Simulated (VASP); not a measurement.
# Li3ZrN2 (P4mm) in VASP: a series of runs

Runs on Li3ZrN2. Level: PBE. Tasks: equation of state.

Everything below comes from runs of VASP 6.6.1. Logs are shortened: lines on timing, memory, paths and dates and some standing lists are left out, and cuts for length are marked.

## (1) The structure

Symmetry: P4mm, No. 99, tetragonal system. Conventional cell: a = 3.181 Å, b = 3.181 Å, c = 8.648 Å, α = 90.00°, β = 90.00°, γ = 90.00°. Around Li (site symmetry 4mm) lie 1 N at 1.95 Å. Li (site symmetry 4mm) is surrounded by 5 N at 2.25 to 2.28 Å. Around Li (site symmetry 4mm) lie 1 N at 1.85 Å. Around Zr (site symmetry 4mm) lie 1 N at 1.92 Å. N (site symmetry 4mm) is surrounded by 1 Li at 1.95 Å. N (site symmetry 4mm) has 1 Li at 1.85 Å and 1 Zr at 1.92 Å as nearest neighbours.

The cell was built by a generator and needn't be a form met in nature.

## (2) Equation of state, PBE, 14.58 Å³/atom

Contents of INCAR:

```
SYSTEM = Li3ZrN2
  ALGO = Normal
  EDIFF = 1E-6
  EDIFFG = -0.02
  ENCUT = 520
  GGA = PE
  IBRION = 2
  ISIF = 4
  ISMEAR = 0
  KPAR = 2
  LASPH = .TRUE.
  LCHARG = .FALSE.
  LREAL = .FALSE.
  LWAVE = .FALSE.
  NELM = 100
  NSW = 30
  PREC = Accurate
  SIGMA = 0.1
```

Contents of KPOINTS:

```
k-points
0
G
  10 10 4
  0 0 0
```

Contents of POSCAR:

```
Li3ZrN2
1.0
    3.1807800000      0.0000000000      0.0000000000
    0.0000000000      3.1807800000      0.0000000000
    0.0000000000      0.0000000000      8.6480200000
Li Zr N
3 1 2
Direct
    0.0000000000      0.0000000000      0.8853600000
    0.0000000000      0.0000000000      0.3745200000
    0.5000000000      0.5000000000      0.5931940000
    0.5000000000      0.5000000000      0.1572120000
    0.0000000000      0.0000000000      0.1110800000
    0.5000000000      0.5000000000      0.3788200000
```

Potentials or basis: VASP PAW PBE potentials, release 64 (Li_sv, Zr_sv, N).

Run with:

```bash
cat potpaw_PBE.64/Li_sv/POTCAR potpaw_PBE.64/Zr_sv/POTCAR potpaw_PBE.64/N/POTCAR > POTCAR
mpirun -np 2 vasp_std > vasp.out
```

OUTCAR:

```text
SYSTEM = Li3ZrN2
   EDIFF = 1E-6
   EDIFFG = -0.02
   ENCUT = 520
   GGA = PE
   IBRION = 2
   ISIF = 4
   ISMEAR = 0
   LASPH = .TRUE.
   LREAL = .FALSE.
   NELM = 100
   NSW = 30
   PREC = Accurate

 ion  position               nearest neighbor table
   1  0.000  0.000  0.885-   5 1.95
   2  0.000  0.000  0.375-   4 2.93   4 2.93   4 2.93   4 2.93
   3  0.500  0.500  0.593-   6 1.85
   4  0.500  0.500  0.157-   6 1.92   5 2.28   5 2.28   5 2.28   5 2.28   2 2.93   2 2.93   2 2.93
                             2 2.93
   5  0.000  0.000  0.111-   1 1.95   4 2.28   4 2.28   4 2.28   4 2.28
   6  0.500  0.500  0.379-   3 1.85   4 1.92

  LATTYP: Found a simple tetragonal cell.
 ALAT       =     3.1807800000
 C/A-ratio  =     2.7188362603

  Lattice vectors:

 A1 = (   3.1807800000,   0.0000000000,   0.0000000000)
 A2 = (   0.0000000000,   3.1807800000,   0.0000000000)
 A3 = (   0.0000000000,   0.0000000000,   8.6480200000)

Analysis of symmetry for initial positions (statically):
=====================================================================
 Subroutine PRICEL returns:
 Original cell was already a primitive cell.

 Routine SETGRP: Setting up the symmetry group for a
 simple tetragonal supercell.

 Subroutine GETGRP returns: Found  8 space group operations
 (whereof  8 operations were pure point group operations)
 out of a pool of 16 trial point group operations.

The static configuration has the point symmetry C_4v.

Analysis of symmetry for dynamics (positions and initial velocities):
=====================================================================
 Subroutine PRICEL returns:
 Original cell was already a primitive cell.

 Routine SETGRP: Setting up the symmetry group for a
 simple tetragonal supercell.

 Subroutine GETGRP returns: Found  8 space group operations
 (whereof  8 operations were pure point group operations)
 out of a pool of 16 trial point group operations.

The dynamic configuration has the point symmetry C_4v.

 Subroutine INISYM returns: Found  8 space group operations
 (whereof  8 operations are pure point group operations),
 and found     1 'primitive' translations

----------------------------------------------------------------------------------------

                                     Primitive cell

  volume of cell :      87.4951

  direct lattice vectors                    reciprocal lattice vectors
     3.180780000  0.000000000  0.000000000     0.314388295  0.000000000  0.000000000
     0.000000000  3.180780000  0.000000000     0.000000000  0.314388295  0.000000000
     0.000000000  0.000000000  8.648020000     0.000000000  0.000000000  0.115633405

  length of vectors
     3.180780000  3.180780000  8.648020000     0.314388295  0.314388295  0.115633405

  position of ions in fractional coordinates (direct lattice)
     0.000000000  0.000000000  0.885360000
     0.000000000  0.000000000  0.374520000
     0.500000000  0.500000000  0.593194000
     0.500000000  0.500000000  0.157212000
     0.000000000  0.000000000  0.111080000
     0.500000000  0.500000000  0.378820000

  ion indices of the primitive-cell ions
   primitive index   ion index
                 1           1
                 2           2
                 3           3
                 4           4
                 5           5
                 6           6

----------------------------------------------------------------------------------------

 KPOINTS: k-points

Automatic generation of k-mesh.
 Grid dimensions read from file:
 generate k-points for:   10   10    4

 Generating k-lattice:

  Cartesian coordinates                     Fractional coordinates (reciprocal lattice)
     0.031438829  0.000000000  0.000000000     0.100000000  0.000000000  0.000000000
     0.000000000  0.031438829  0.000000000     0.000000000  0.100000000  0.000000000
     0.000000000  0.000000000  0.028908351     0.000000000  0.000000000  0.250000000

  Length of vectors
     0.031438829  0.031438829  0.028908351

  Shift w.r.t. Gamma in fractional coordinates (k-lattice)
     0.000000000  0.000000000  0.000000000

 Subroutine IBZKPT returns following result:
 ===========================================

 Found     63 irreducible k-points:

 Following reciprocal coordinates:
            Coordinates               Weight
  0.000000  0.000000  0.000000      1.000000
  0.100000  0.000000  0.000000      4.000000
  0.200000  0.000000  0.000000      4.000000
  0.300000  0.000000  0.000000      4.000000
  0.400000  0.000000  0.000000      4.000000
  0.500000  0.000000  0.000000      2.000000
[... 16 lines left out ...]
  0.100000  0.000000  0.250000      8.000000
  0.200000  0.000000  0.250000      8.000000
 [... further k-points ...]
   k-points           NKPTS =     63   k-points in BZ     NKDIM =     63   number of bands    NBANDS=     19
   number of dos      NEDOS =    301   number of ions     NIONS =      6
   total plane-waves  NPLWV =  36864
[... 107 lines left out ...]
     19       7.6697      0.00000

 k-point     4 :       0.3000    0.0000    0.0000
  band No.  band energies     occupation
      1     -44.5827      2.00000
      2     -42.8496      2.00000
      3     -42.3516      2.00000
      4     -40.8896      2.00000
      5     -22.9717      2.00000
      6     -22.9027      2.00000
[... 11 lines left out ...]
     18       6.1078      0.00000
     19       7.7620      0.00000

 k-point     5 :       0.4000    0.0000    0.0000
  band No.  band energies     occupation
      1     -44.5678      2.00000
      2     -42.8486      2.00000
      3     -42.3505      2.00000
      4     -40.8884      2.00000
      5     -23.1413      2.00000
      6     -22.8873      2.00000
[... 11 lines left out ...]
     18       7.0116      0.00000
     19       7.7014      0.00000

 k-point     6 :       0.5000    0.0000    0.0000
  band No.  band energies     occupation
      1     -44.5621      2.00000
      2     -42.8482      2.00000
      3     -42.3502      2.00000
      4     -40.8880      2.00000
      5     -23.2057      2.00000
      6     -22.8802      2.00000
[... 11 lines left out ...]
     18       7.0012      0.00000
     19       7.5167      0.00000

 k-point     7 :       0.1000    0.1000    0.0000
  band No.  band energies     occupation
      1     -44.6101      2.00000
      2     -42.8513      2.00000
      3     -42.3534      2.00000
      4     -40.8916      2.00000
      5     -22.9439      2.00000
      6     -22.5571      2.00000
[... 11 lines left out ...]
     18       6.0279      0.00000
     19       7.9398      0.00000

 k-point     8 :       0.2000    0.1000    0.0000
  band No.  band energies     occupation
      1     -44.5954      2.00000
      2     -42.8504      2.00000
      3     -42.3524      2.00000
      4     -40.8905      2.00000
      5     -22.9259      2.00000
      6     -22.7316      2.00000
[... 256 lines left out ...]
 k-point    20 :       0.5000    0.4000    0.0000
  band No.  band energies     occupation
      1     -44.5119      2.00000
      2     -42.8448      2.00000
      3     -42.3468      2.00000
      4     -40.8837      2.00000
      5     -23.0310      2.00000
      6     -22.9556      2.00000
[... 11 lines left out ...]
     18       7.1164      0.00000
     19       7.3980      0.00000

 k-point    21 :       0.5000    0.5000    0.0000
  band No.  band energies     occupation
      1     -44.5065      2.00000
      2     -42.8444      2.00000
      3     -42.3464      2.00000
      4     -40.8833      2.00000
      5     -23.0119      2.00000
      6     -23.0119      2.00000
[... 11 lines left out ...]
     18       7.5243      0.00000
     19       7.7945      0.00000

 k-point    22 :       0.0000    0.0000    0.2500
  band No.  band energies     occupation
      1     -44.6212      2.00000
      2     -42.8521      2.00000
      3     -42.3541      2.00000
      4     -40.8925      2.00000
      5     -22.9579      2.00000
      6     -22.4814      2.00000
[... 11 lines left out ...]
     18       5.6068      0.00000
     19       7.6506      0.00000

 k-point    23 :       0.1000    0.0000    0.2500
  band No.  band energies     occupation
      1     -44.6156      2.00000
      2     -42.8517      2.00000
      3     -42.3538      2.00000
      4     -40.8921      2.00000
      5     -22.9509      2.00000
      6     -22.5551      2.00000
[... 11 lines left out ...]
     18       5.7102      0.00000
     19       7.7303      0.00000

 k-point    24 :       0.2000    0.0000    0.2500
  band No.  band energies     occupation
      1     -44.6009      2.00000
      2     -42.8507      2.00000
      3     -42.3528      2.00000
      4     -40.8909      2.00000
      5     -22.9329      2.00000
      6     -22.7422      2.00000
[... 11 lines left out ...]
     18       5.8142      0.00000
     19       7.5180      0.00000

 [... further k-points ...]
[... 5 lines left out ...]
  --------------------------------------------------------------------------------------
  -------------------------------------------------------------------------------------
  Total        0.0147431      0.0147431      0.0175123      0.0000000      0.0000000     -0.0000000
  in kB        0.2699705      0.2699705      0.3206787      0.0000000      0.0000000     -0.0000000
  external PRESSURE =       0.2868732 kB  Pullay stress =       0.0000000 kB

 VOLUME and BASIS-vectors are now :
 -----------------------------------------------------------------------------
  energy-cutoff  :      520.00
  volume of cell :       87.50
      direct lattice vectors                 reciprocal lattice vectors
     3.180780000  0.000000000  0.000000000     0.314388295  0.000000000  0.000000000
     0.000000000  3.180780000  0.000000000     0.000000000  0.314388295  0.000000000
     0.000000000  0.000000000  8.648020000     0.000000000  0.000000000  0.115633405

 POSITION                                       TOTAL-FORCE (eV/Angst)
 -----------------------------------------------------------------------------------
      0.00000      0.00000      7.65661        -0.000000      0.000000     -0.002636
      0.00000      0.00000      3.23886         0.000000      0.000000     -0.001391
      1.59039      1.59039      5.12995         0.000000      0.000000     -0.000434
      1.59039      1.59039      1.35957         0.000000      0.000000     -0.000178
      0.00000      0.00000      0.96062         0.000000      0.000000      0.000275
      1.59039      1.59039      3.27604         0.000000     -0.000000      0.004364
 -----------------------------------------------------------------------------------
    total drift:                                0.000000     -0.000000     -0.007762

  FREE ENERGIE OF THE ION-ELECTRON SYSTEM (eV)
  ---------------------------------------------------
  free  energy   TOTEN  =       -35.3783784566 eV

  energy  without entropy=      -35.3697882841  energy(sigma->0) =      -35.37408337

 reached required accuracy - stopping structural energy minimisation
```

Wall time 20 s (2 MPI ranks of Intel Xeon 6975P-C (Granite Rapids), shared host); peak memory 0.24 GiB.

These settings aren't checked as converged: the numbers below hold their error.

What came out:

```yaml
Free_energy: -35.3784 eV
Largest_force: 0.004 eV/Å
Band_gap_on_the_k_mesh: none (metal or under the smearing width)
```

Caveat: the cutoff is under 1.25 times the usual one of these potentials, so pressure, stress and relaxed cells hold a basis-set (Pulay) error.

## (3) Equation of state, PBE, 14.15 Å³/atom (volume scaled by 0.97)

INCAR is that of step 2.

KPOINTS is that of step 2.

Edit POSCAR of step 2 so:

```diff
@@ -2,5 +2,5 @@
 1.0
-    3.1807800000      0.0000000000      0.0000000000
-    0.0000000000      3.1807800000      0.0000000000
-    0.0000000000      0.0000000000      8.6480200000
+    3.1486487123      0.0000000000      0.0000000000
+    0.0000000000      3.1486487123      0.0000000000
+    0.0000000000      0.0000000000      8.5606602899
 Li Zr N
```

Potentials or basis: VASP PAW PBE potentials, release 64 (Li_sv, Zr_sv, N).

Run with:

```bash
cat potpaw_PBE.64/Li_sv/POTCAR potpaw_PBE.64/Zr_sv/POTCAR potpaw_PBE.64/N/POTCAR > POTCAR
mpirun -np 2 vasp_std > vasp.out
```

It took 81 s on 2 MPI ranks of Intel Xeon 6975P-C (Granite Rapids), shared host; peak memory 0.24 GiB.

The run converged, but some of its settings lie outside the range that counts as converged, so its numbers aren't taken as properties of the crystal.

Results:

- Free energy: -35.3650 eV
- Largest force: 0.014 eV/Å
- Band gap on the k mesh: none (metal or under the smearing width)

Caveat: the cutoff is under 1.25 times the usual one of these potentials, so pressure, stress and relaxed cells hold a basis-set (Pulay) error.

## (4) Equation of state, PBE, 15.02 Å³/atom (volume scaled by 1.03)

INCAR is that of step 3.

KPOINTS is that of step 3.

Edit POSCAR of step 3 so:

```diff
@@ -2,5 +2,5 @@
 1.0
-    3.1486487123      0.0000000000      0.0000000000
-    0.0000000000      3.1486487123      0.0000000000
-    0.0000000000      0.0000000000      8.5606602899
+    3.2122749196      0.0000000000      0.0000000000
+    0.0000000000      3.2122749196      0.0000000000
+    0.0000000000      0.0000000000      8.7336495293
 Li Zr N
```

Run with:

```bash
cat potpaw_PBE.64/Li_sv/POTCAR potpaw_PBE.64/Zr_sv/POTCAR potpaw_PBE.64/N/POTCAR > POTCAR
mpirun -np 2 vasp_std > vasp.out
```

Wall time 2.1 min (2 MPI ranks of Intel Xeon 6975P-C (Granite Rapids), shared host); peak memory 0.26 GiB.

The run converged, but some of its settings lie outside the range that counts as converged, so its numbers aren't taken as properties of the crystal.

Results:

| Quantity | Value |
| --- | --- |
| Free energy | -35.3710 eV |
| Largest force | 0.019 eV/Å |
| Band gap on the k mesh | none (metal or under the smearing width) |

Caveat: the cutoff is under 1.25 times the usual one of these potentials, so pressure, stress and relaxed cells hold a basis-set (Pulay) error.

## (5) Equation of state, PBE, 13.71 Å³/atom (volume scaled by 0.94)

INCAR is that of step 4.

KPOINTS is that of step 4.

Edit POSCAR of step 4 so:

```diff
@@ -2,5 +2,5 @@
 1.0
-    3.2122749196      0.0000000000      0.0000000000
-    0.0000000000      3.2122749196      0.0000000000
-    0.0000000000      0.0000000000      8.7336495293
+    3.1158479029      0.0000000000      0.0000000000
+    0.0000000000      3.1158479029      0.0000000000
+    0.0000000000      0.0000000000      8.4714802599
 Li Zr N
```

Run with:

```bash
cat potpaw_PBE.64/Li_sv/POTCAR potpaw_PBE.64/Zr_sv/POTCAR potpaw_PBE.64/N/POTCAR > POTCAR
mpirun -np 2 vasp_std > vasp.out
```

It took 2.3 min on 2 MPI ranks of Intel Xeon 6975P-C (Granite Rapids), shared host; peak memory 0.25 GiB.

The run converged, but some of its settings lie outside the range that counts as converged, so its numbers aren't taken as properties of the crystal.

Results:

| Item | Value |
| --- | --- |
| Free energy | -35.3267 eV |
| Largest force | 0.012 eV/Å |
| Band gap on the k mesh | none (metal or under the smearing width) |

Caveat: the cutoff is under 1.25 times the usual one of these potentials, so pressure, stress and relaxed cells hold a basis-set (Pulay) error.

## (6) Equation of state, PBE, 15.46 Å³/atom (volume scaled by 1.06)

INCAR is that of step 5.

KPOINTS is that of step 5.

Edit POSCAR of step 5 so:

```diff
@@ -2,5 +2,5 @@
 1.0
-    3.1158479029      0.0000000000      0.0000000000
-    0.0000000000      3.1158479029      0.0000000000
-    0.0000000000      0.0000000000      8.4714802599
+    3.2431640733      0.0000000000      0.0000000000
+    0.0000000000      3.2431640733      0.0000000000
+    0.0000000000      0.0000000000      8.8176320806
 Li Zr N
```

Potentials or basis: VASP PAW PBE potentials, release 64 (Li_sv, Zr_sv, N).

Run with:

```bash
cat potpaw_PBE.64/Li_sv/POTCAR potpaw_PBE.64/Zr_sv/POTCAR potpaw_PBE.64/N/POTCAR > POTCAR
mpirun -np 2 vasp_std > vasp.out
```

Run time: 2.6 min. Hardware: 2 MPI ranks of Intel Xeon 6975P-C (Granite Rapids), shared host; peak memory 0.27 GiB.

The run converged, but some of its settings lie outside the range that counts as converged, so its numbers aren't taken as properties of the crystal.

What came out:

```
Free energy            : -35.3467 eV
Largest force          : 0.016 eV/Å
Band gap on the k mesh : none (metal or under the smearing width)
```

Caveat: the cutoff is under 1.25 times the usual one of these potentials, so pressure, stress and relaxed cells hold a basis-set (Pulay) error.

## (7) Equation of state, PBE, 13.27 Å³/atom (volume scaled by 0.91)

INCAR is that of step 6.

KPOINTS is that of step 6.

Edit POSCAR of step 6 so:

```diff
@@ -2,5 +2,5 @@
 1.0
-    3.2431640733      0.0000000000      0.0000000000
-    0.0000000000      3.2431640733      0.0000000000
-    0.0000000000      0.0000000000      8.8176320806
+    3.0823415652      0.0000000000      0.0000000000
+    0.0000000000      3.0823415652      0.0000000000
+    0.0000000000      0.0000000000      8.3803820140
 Li Zr N
```

Run with:

```bash
cat potpaw_PBE.64/Li_sv/POTCAR potpaw_PBE.64/Zr_sv/POTCAR potpaw_PBE.64/N/POTCAR > POTCAR
mpirun -np 2 vasp_std > vasp.out
```

Run time: 2.1 min. Hardware: 2 MPI ranks of Intel Xeon 6975P-C (Granite Rapids), shared host; peak memory 0.25 GiB.

The run converged, but some of its settings lie outside the range that counts as converged, so its numbers aren't taken as properties of the crystal.

What came out:

- Free energy: -35.2584 eV
- Largest force: 0.005 eV/Å
- Band gap on the k mesh: none (metal or under the smearing width)

Caveat: the cutoff is under 1.25 times the usual one of these potentials, so pressure, stress and relaxed cells hold a basis-set (Pulay) error.

## (8) Equation of state, PBE, 15.89 Å³/atom (volume scaled by 1.09)

INCAR is that of step 7.

KPOINTS is that of step 7.

Edit POSCAR of step 7 so:

```diff
@@ -2,5 +2,5 @@
 1.0
-    3.0823415652      0.0000000000      0.0000000000
-    0.0000000000      3.0823415652      0.0000000000
-    0.0000000000      0.0000000000      8.3803820140
+    3.2734757748      0.0000000000      0.0000000000
+    0.0000000000      3.2734757748      0.0000000000
+    0.0000000000      0.0000000000      8.9000446338
 Li Zr N
```

Run with:

```bash
cat potpaw_PBE.64/Li_sv/POTCAR potpaw_PBE.64/Zr_sv/POTCAR potpaw_PBE.64/N/POTCAR > POTCAR
mpirun -np 2 vasp_std > vasp.out
```

Run time: 2.6 min. Hardware: 2 MPI ranks of Intel Xeon 6975P-C (Granite Rapids), shared host; peak memory 0.26 GiB.

These settings aren't checked as converged: the numbers below hold their error.

Results:

```yaml
Free_energy: -35.3085 eV
Largest_force: 0.019 eV/Å
Band_gap_on_the_k_mesh: none (metal or under the smearing width)
```

Caveat: the cutoff is under 1.25 times the usual one of these potentials, so pressure, stress and relaxed cells hold a basis-set (Pulay) error.
